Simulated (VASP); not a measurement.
OSZICAR of a VASP run on CuZn (CsCl type):

OSZICAR:
```
       N       E                     dE             d eps       ncg     rms          rms(c)
DAV:   1     0.858772264366E+02    0.85877E+02   -0.11904E+04  1760   0.261E+03
DAV:   2    -0.294686604653E+02   -0.11535E+03   -0.11241E+03  1680   0.335E+02
DAV:   3    -0.328103832455E+02   -0.33417E+01   -0.33318E+01  2009   0.776E+01
DAV:   4    -0.328362378618E+02   -0.25855E-01   -0.25842E-01  1946   0.598E+00
DAV:   5    -0.328366282431E+02   -0.39038E-03   -0.39038E-03  2206   0.765E-01    0.100E+01
DAV:   6    -0.299551278534E+02    0.28815E+01   -0.24349E+01  1740   0.134E+02    0.706E+00
DAV:   7    -0.287973128692E+02    0.11578E+01   -0.46538E+00  1796   0.106E+02    0.252E+00
DAV:   8    -0.288385834984E+02   -0.41271E-01   -0.44932E-01  2653   0.146E+01    0.173E+00
DAV:   9    -0.288288081861E+02    0.97753E-02   -0.65018E-02  2444   0.638E+00    0.278E-01
DAV:  10    -0.288349353814E+02   -0.61272E-02   -0.21494E-02  2432   0.267E+00    0.800E-02
DAV:  11    -0.288350511870E+02   -0.11581E-03   -0.30114E-03  1914   0.804E-01    0.559E-02
DAV:  12    -0.288361259546E+02   -0.10748E-02   -0.14393E-03  2192   0.556E-01    0.219E-02
DAV:  13    -0.288361062842E+02    0.19670E-04   -0.79452E-05  1820   0.140E-01    0.170E-02
DAV:  14    -0.288360647535E+02    0.41531E-04   -0.75813E-05  2233   0.229E-01    0.812E-03
DAV:  15    -0.288360659193E+02   -0.11658E-05   -0.98079E-06  2173   0.776E-02    0.233E-03
DAV:  16    -0.288360645985E+02    0.13208E-05   -0.69691E-07  1120   0.147E-02    0.595E-04
DAV:  17    -0.288360645091E+02    0.89407E-07   -0.11856E-07   931   0.579E-03
   1 F= -.28836065E+02 E0= -.28836059E+02  d E =-.288361E+02
       N       E                     dE             d eps       ncg     rms          rms(c)
DAV:   1    -0.288395753581E+02   -0.35108E-02   -0.45460E-02  1680   0.539E+00    0.457E-01
DAV:   2    -0.288367674130E+02    0.28079E-02   -0.25053E-02  1694   0.447E+00    0.214E-01
DAV:   3    -0.288362266820E+02    0.54073E-03   -0.64867E-03  1768   0.271E+00    0.124E-01
DAV:   4    -0.288360178573E+02    0.20882E-03   -0.31504E-04  2354   0.528E-01    0.493E-02
DAV:   5    -0.288359887638E+02    0.29094E-04   -0.56631E-05  2607   0.162E-01    0.682E-03
DAV:   6    -0.288359903893E+02   -0.16255E-05   -0.76776E-06  2362   0.503E-02    0.322E-03
DAV:   7    -0.288359905514E+02   -0.16214E-06   -0.72204E-07   924   0.279E-02
   2 F= -.28835991E+02 E0= -.28835981E+02  d E =0.739577E-04
```

Question: Which electronic solver shows in the log?

Answer: It is blocked Davidson (ALGO = Normal, or the opening steps of other solvers). The INCAR had ALGO = Normal.

Question: Can the final energy be trusted as converged?

Answer: The calculation finished and met its thresholds. It stopped with EDIFF = 1E-6, NELM = 100, NSW = 60 and EDIFFG = -0.01 after 2 ionic steps (SCAN meta-GGA, plane waves, VASP's PBE PAW potentials (set 64)).

The compound is CuZn in the CsCl type structure. This run relaxes it. Symmetry was kept, so distortions that lower it aren't found. The start is the result of an earlier pass. The electron count is odd and the run is not spin-polarised, which forces a metal.
